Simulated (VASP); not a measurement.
Energy against volume of PbTe (rock salt). Level of theory: SCAN meta-GGA, VASP's PBE PAW potentials (set 64) (plane waves; VASP 6.6.1). Run with 520 eV cut-off, 7×7×7 Γ-centred mesh, Gaussian smearing of 0.050 eV, potentials Te Pb_d.

```json
[
 {"V (Å³/atom)": "32.173", "E (eV/atom)": "-56.85828"},
 {"V (Å³/atom)": "33.199", "E (eV/atom)": "-56.87215"},
 {"V (Å³/atom)": "34.226", "E (eV/atom)": "-56.87649"},
 {"V (Å³/atom)": "35.253", "E (eV/atom)": "-56.87287"}
]
```

Question: Fit these four points and predict the energy of the run at 36.280 Å³/atom.

Answer: A cubic in V^(−2/3), the third-order Birch-Murnaghan form, passes through the four points with V0 = 34.24 Å³/atom and B0 = 41 GPa, and gives -56.8626 eV/atom there. The run gave -56.8624 eV/atom, +0.2 meV/atom from the fit; all five points give B0 = 41 GPa.

The compound is PbTe in the rock salt structure. It was relaxed first.
